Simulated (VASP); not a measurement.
# NaPmSe2 (R-3m) in VASP: single point with LDA+U

Aim: the single point of NaPmSe2 with LDA+U.

Program: VASP 6.6.1. These are calculated values, not measurements. Logs are shortened: lines on timing, memory, paths and dates and some standing lists are left out, and cuts for length are marked.

## 1. Starting point

Symmetry: R-3m, No. 166, trigonal system. Conventional cell: a = 4.217 Å, b = 4.217 Å, c = 22.965 Å, α = 90.00°, β = 90.00°, γ = 120.00°. Na (site symmetry -3m) has 6 Se at 3.35 Å as nearest neighbours. Pm (site symmetry -3m) has 6 Se at 2.88 Å as nearest neighbours. Se (site symmetry 3m) is surrounded by 3 Pm at 2.88 Å.

The cell comes from a database or a generator and needn't be the stable form of this composition.

## 2. Single point, LDA+U, collinear spin, ferromagnetic start

INCAR reads:

```
SYSTEM = NaPmSe2
ALGO = Normal
EDIFF = 1E-7
ENCUT = 520
GGA = CA
ISIF = 2
ISMEAR = 0
ISPIN = 2
LASPH = .True.
LCHARG = .True.
LDAU = .True.
LDAUJ = 0 0 0
LDAUL = -1 3 -1
LDAUPRINT = 1
LDAUTYPE = 2
LDAUU = 0 7 0
LELF = .True.
LMAXMIX = 6
LORBIT = 11
LREAL = .False.
LVHAR = .True.
LWAVE = .False.
MAGMOM = 0 4 0 0
NELM = 120
PREC = Accurate
SIGMA = 0.05
```

KPOINTS reads:

```
k-points
0
Gamma
  5 5 5
  0 0 0
```

POSCAR reads:

```
NaPmSe2
1.0
    2.1085873800      1.2173934900      7.6549768400
   -2.1085873800      1.2173934900      7.6549768400
    0.0000000000     -2.4347869900      7.6549768400
Na Pm Se
1 1 2
Direct
    0.5000000000      0.5000000000      0.5000000000
    0.0000000000      0.0000000000      0.0000000000
    0.2667000000      0.2667000000      0.2667000000
    0.7333000000      0.7333000000      0.7333000000
```

Potentials or basis: VASP PAW PBE potentials, release 64 (Na_pv, Pm, Se).

Command:

```sh
> cat potpaw_PBE.64/Na_pv/POTCAR potpaw_PBE.64/Pm/POTCAR potpaw_PBE.64/Se/POTCAR > POTCAR
> mpirun -np 1 vasp_std > vasp.out
```

OUTCAR:

```text
SYSTEM = NaPmSe2
   EDIFF = 1E-7
   ENCUT = 520
   GGA = CA
   ISIF = 2
   ISMEAR = 0
   ISPIN = 2
   LASPH = .True.
   LORBIT = 11
   LREAL = .False.
   NELM = 120
   PREC = Accurate

 ion  position               nearest neighbor table
   1  0.500  0.500  0.500-
   2  0.000  0.000  0.000-   4 2.88   4 2.88   3 2.88   3 2.88   4 2.88   3 2.88
   3  0.267  0.267  0.267-   2 2.88   2 2.88   2 2.88
   4  0.733  0.733  0.733-   2 2.88   2 2.88   2 2.88

  LATTYP: Found a trigonal (rhomboedric) cell.
 ALAT       =     8.0328611384
 COS(alpha) =     0.8621925542

  Lattice vectors:

 A1 = (   2.1085873800,   1.2173934900,   7.6549768400)
 A2 = (  -2.1085873800,   1.2173934900,   7.6549768400)
 A3 = (   0.0000000000,  -2.4347869900,   7.6549768400)

Analysis of symmetry for initial positions (statically):
=====================================================================
 Subroutine PRICEL returns:
 Original cell was already a primitive cell.

 Routine SETGRP: Setting up the symmetry group for a
 trigonal (rhombohedral) supercell.

 Subroutine GETGRP returns: Found 12 space group operations
 (whereof 12 operations were pure point group operations)
 out of a pool of 12 trial point group operations.

The static configuration has the point symmetry D_3d.

Analysis of symmetry for dynamics (positions and initial velocities):
=====================================================================
 Subroutine PRICEL returns:
 Original cell was already a primitive cell.

 Routine SETGRP: Setting up the symmetry group for a
 trigonal (rhombohedral) supercell.

 Subroutine GETGRP returns: Found 12 space group operations
 (whereof 12 operations were pure point group operations)
 out of a pool of 12 trial point group operations.

The dynamic configuration has the point symmetry D_3d.

Analysis of structural, dynamic, and magnetic symmetry:
=====================================================================
 Subroutine PRICEL returns:
 Original cell was already a primitive cell.

 Routine SETGRP: Setting up the symmetry group for a
 trigonal (rhombohedral) supercell.

 Subroutine GETGRP returns: Found 12 space group operations
 (whereof 12 operations were pure point group operations)
 out of a pool of 12 trial point group operations.

The overall configuration has the point symmetry D_3d.

 Subroutine INISYM returns: Found 12 space group operations
 (whereof 12 operations are pure point group operations),
 and found     1 'primitive' translations

----------------------------------------------------------------------------------------

                                     Primitive cell

  volume of cell :     117.9011

  direct lattice vectors                    reciprocal lattice vectors
     2.108587380  1.217393490  7.654976840     0.237125577  0.136904516  0.043544656
[... 136 lines left out ...]
 -0.0000 -0.0969 -0.0000 -0.0000  0.9470  0.0000  0.0000
 -0.0000 -0.0000 -0.0969  0.0000  0.0000  0.7299 -0.0000
  0.0000  0.0000  0.0000 -0.0000  0.0000 -0.0000  0.9813

spin component  2

  0.0047 -0.0000  0.0000 -0.0038 -0.0000 -0.0000  0.0000
 -0.0000  0.0042 -0.0000 -0.0000  0.0010 -0.0000  0.0000
  0.0000 -0.0000  0.0020 -0.0000  0.0000  0.0010 -0.0000
 -0.0038 -0.0000 -0.0000  0.0032 -0.0000  0.0000 -0.0000
 -0.0000  0.0010  0.0000 -0.0000  0.0020 -0.0000  0.0000
 -0.0000 -0.0000  0.0010  0.0000 -0.0000  0.0042  0.0000
  0.0000  0.0000 -0.0000 -0.0000  0.0000  0.0000  0.0022

 occupancies and eigenvectors

  o =  0.0001  v =  0.0000  0.0000  0.0000  0.0000  0.0000  0.0000  0.0000  0.6372 -0.0000 -0.0000  0.7707  0.0000 -0.0000 -0.0000      0.0000  0.0000  0.0000  0.0000  0.0000  0.0000  0.0000  0.0000  0.0000  0.0000  0.0000  0.0000  0.0000  0.0000
  o =  0.0001  v = -0.6247 -0.0000  0.0000 -0.7809  0.0000  0.0000  0.0000  0.0000  0.0000  0.0000  0.0000  0.0000  0.0000  0.0000      0.0000  0.0000  0.0000  0.0000  0.0000  0.0000  0.0000  0.0000  0.0000  0.0000  0.0000  0.0000  0.0000  0.0000
  o =  0.0016  v =  0.0000  0.0000  0.0000  0.0000  0.0000  0.0000  0.0000  0.0000  0.3643  0.0000  0.0000 -0.9313 -0.0000  0.0000      0.0000  0.0000  0.0000  0.0000  0.0000  0.0000  0.0000  0.0000  0.0000  0.0000  0.0000  0.0000  0.0000  0.0000
  o =  0.0016  v =  0.0000  0.0000  0.0000  0.0000  0.0000  0.0000  0.0000 -0.0000 -0.0000  0.9313  0.0000  0.0000 -0.3643  0.0000      0.0000  0.0000  0.0000  0.0000  0.0000  0.0000  0.0000  0.0000  0.0000  0.0000  0.0000  0.0000  0.0000  0.0000
  o =  0.0022  v =  0.0000  0.0000  0.0000  0.0000  0.0000  0.0000  0.0000 -0.0000  0.0000  0.0000 -0.0000 -0.0000 -0.0000 -1.0000      0.0000  0.0000  0.0000  0.0000  0.0000  0.0000  0.0000  0.0000  0.0000  0.0000  0.0000  0.0000  0.0000  0.0000
  o =  0.0046  v =  0.0000  0.0000  0.0000  0.0000  0.0000  0.0000  0.0000 -0.0000 -0.9313 -0.0000  0.0000 -0.3643 -0.0000 -0.0000      0.0000  0.0000  0.0000  0.0000  0.0000  0.0000  0.0000  0.0000  0.0000  0.0000  0.0000  0.0000  0.0000  0.0000
  o =  0.0046  v =  0.0000  0.0000  0.0000  0.0000  0.0000  0.0000  0.0000  0.0000 -0.0000  0.3643 -0.0000 -0.0000  0.9313 -0.0000      0.0000  0.0000  0.0000  0.0000  0.0000  0.0000  0.0000  0.0000  0.0000  0.0000  0.0000  0.0000  0.0000  0.0000
  o =  0.0079  v =  0.0000  0.0000  0.0000  0.0000  0.0000  0.0000  0.0000 -0.7707 -0.0000 -0.0000  0.6372 -0.0000  0.0000  0.0000      0.0000  0.0000  0.0000  0.0000  0.0000  0.0000  0.0000  0.0000  0.0000  0.0000  0.0000  0.0000  0.0000  0.0000
  o =  0.0129  v =  0.7809 -0.0000 -0.0000 -0.6247  0.0000  0.0000  0.0000  0.0000  0.0000  0.0000  0.0000  0.0000  0.0000  0.0000      0.0000  0.0000  0.0000  0.0000  0.0000  0.0000  0.0000  0.0000  0.0000  0.0000  0.0000  0.0000  0.0000  0.0000
  o =  0.6930  v =  0.0000  0.9343 -0.0000 -0.0000  0.3565 -0.0000 -0.0000  0.0000  0.0000  0.0000  0.0000  0.0000  0.0000  0.0000      0.0000  0.0000  0.0000  0.0000  0.0000  0.0000  0.0000  0.0000  0.0000  0.0000  0.0000  0.0000  0.0000  0.0000
  o =  0.6930  v = -0.0000  0.0000  0.3565  0.0000  0.0000  0.9343 -0.0000  0.0000  0.0000  0.0000  0.0000  0.0000  0.0000  0.0000      0.0000  0.0000  0.0000  0.0000  0.0000  0.0000  0.0000  0.0000  0.0000  0.0000  0.0000  0.0000  0.0000  0.0000
  o =  0.9813  v =  0.0000 -0.0000  0.0000  0.0000  0.0000 -0.0000 -1.0000  0.0000  0.0000  0.0000  0.0000  0.0000  0.0000  0.0000      0.0000  0.0000  0.0000  0.0000  0.0000  0.0000  0.0000  0.0000  0.0000  0.0000  0.0000  0.0000  0.0000  0.0000
  o =  0.9840  v = -0.0000  0.3565 -0.0000 -0.0000 -0.9343  0.0000 -0.0000  0.0000  0.0000  0.0000  0.0000  0.0000  0.0000  0.0000      0.0000  0.0000  0.0000  0.0000  0.0000  0.0000  0.0000  0.0000  0.0000  0.0000  0.0000  0.0000  0.0000  0.0000
  o =  0.9840  v = -0.0000 -0.0000 -0.9343  0.0000  0.0000  0.3565  0.0000  0.0000  0.0000  0.0000  0.0000  0.0000  0.0000  0.0000      0.0000  0.0000  0.0000  0.0000  0.0000  0.0000  0.0000  0.0000  0.0000  0.0000  0.0000  0.0000  0.0000  0.0000

 number of electron      33.9999996 magnetization       4.1546218

 Free energy of the ion-electron system (eV)
  ---------------------------------------------------
  ext. energy  EPLUGINS =         0.00000000
  ---------------------------------------------------
  free energy    TOTEN  =       -21.50701102 eV

  energy without entropy =      -21.50311896  energy(sigma->0) =      -21.50506499

 E-fermi :   1.6246     XC(G=0):  -8.8014

 val. band max:        1.6224187005   @ k =  -0.2000   0.2000   0.0000
 cond. band min:       1.6275614821   @ k =  -0.4000   0.4000   0.2000
 fundamental gap:      0.0051427817
 Fermi energy:         1.6245902960

 spin component 1

 k-point     1 :       0.0000    0.0000    0.0000
  band No.  band energies     occupation
      1     -35.3933      1.00000
      2     -21.7861      1.00000
      3     -21.7861      1.00000
      4     -21.7600      1.00000
      5     -16.0608      1.00000
      6     -15.8974      1.00000
[... 483 lines left out ...]
     22       5.2307      0.00000
     23       5.9151      0.00000
 Fermi energy:         1.6245902960

 spin component 2

 k-point     1 :       0.0000    0.0000    0.0000
  band No.  band energies     occupation
      1     -33.5576      1.00000
      2     -21.7872      1.00000
      3     -21.7872      1.00000
      4     -21.7616      1.00000
      5     -14.7784      1.00000
      6     -14.5443      1.00000
[... 483 lines left out ...]
     22       8.1210      0.00000
     23       8.4175      0.00000

------------------------ aborting loop because EDIFF is reached ----------------------------------------

  FORCE on cell =-STRESS in cart. coord.  units (eV):
  Direction    XX          YY          ZZ          XY          YZ          ZX
  --------------------------------------------------------------------------------------
  -------------------------------------------------------------------------------------
  Total        0.0928468      0.0928468     -1.4622636      0.0000000      0.0000000      0.0000000
  in kB        1.2617103      1.2617103    -19.8709465      0.0000000      0.0000000      0.0000000
  external PRESSURE =      -5.7825087 kB  Pullay stress =       0.0000000 kB

 VOLUME and BASIS-vectors are now :
 -----------------------------------------------------------------------------
  energy-cutoff  :      520.00
  volume of cell :      117.90
      direct lattice vectors                 reciprocal lattice vectors
     2.108587380  1.217393490  7.654976840     0.237125577  0.136904516  0.043544656
    -2.108587380  1.217393490  7.654976840    -0.237125577  0.136904516  0.043544656
     0.000000000 -2.434786990  7.654976840     0.000000000 -0.273809031  0.043544656

 POSITION                                       TOTAL-FORCE (eV/Angst)
 -----------------------------------------------------------------------------------
      0.00000     -0.00000     11.48247         0.000000      0.000000      0.000000
      0.00000      0.00000      0.00000         0.000000      0.000000      0.000000
      0.00000     -0.00000      6.12475         0.000000      0.000000     -1.027977
      0.00000     -0.00000     16.84018         0.000000     -0.000000      1.027977
 -----------------------------------------------------------------------------------
    total drift:                                0.000000      0.000000      0.000000

  FREE ENERGIE OF THE ION-ELECTRON SYSTEM (eV)
  ---------------------------------------------------
  free  energy   TOTEN  =       -21.5070110226 eV

  energy  without entropy=      -21.5031189590  energy(sigma->0) =      -21.50506499

 total charge

# of ion       s       p       d       f       tot
--------------------------------------------------
    1        0.035   5.965   0.000   0.000   6.000
    2        2.003   5.570   0.458   4.364  12.395
    3        1.452   2.421   0.010   0.000   3.884
    4        1.452   2.421   0.010   0.000   3.884
--------------------------------------------------
tot          4.943  16.377   0.478   4.364  26.162

 magnetization (x)

# of ion       s       p       d       f       tot
--------------------------------------------------
    1       -0.000  -0.001   0.000   0.000  -0.001
    2       -0.008   0.003   0.031   4.320   4.346
    3       -0.004  -0.090   0.001   0.000  -0.093
    4       -0.004  -0.090   0.001   0.000  -0.093
--------------------------------------------------
tot         -0.016  -0.178   0.034   4.320   4.159
```

Run time: 27 min. Hardware: 1 thread of Intel Xeon Platinum 8375C at 2.90GHz (Ice Lake), shared host; peak memory 0.49 GiB.

Results:

| Item | Value |
| --- | --- |
| Free energy | -21.5070 eV |
| Pressure | -0.6 GPa |
| Largest force | 1.028 eV/Å |
| Band gap on the k mesh | none (metal or under the smearing width) |
| Net moment | 4.15 μB per cell |
| Site moments | Na -0.00; Pm +4.35; Se -0.09 μB |
| Valence electrons inside the program's atomic spheres | Na 6.00; Pm 12.39; Se 3.88 |

Forces in eV/Å, atoms in the order of the input:
```
Na   0.000  0.000  0.000
Pm   0.000  0.000  0.000
Se   0.000  0.000 -1.028
Se   0.000  0.000  1.028
```

Eigenvalues of the final occupation matrices:
| site | spin | trace | eigenvalues |
| --- | --- | --- | --- |
| site 2 f | 1 | 4.35 | 0.00 0.01 0.69 0.69 0.98 0.98 0.98 |
| site 2 f | 2 | 0.02 | 0.00 0.00 0.00 0.00 0.00 0.00 0.01 |

Caveat: the magnetic or orbital state may not be the lowest; the PAW data sets were made with another functional, which shifts forces and pressure a little; spin-orbit coupling is left out, which moves the levels of the heavy elements.
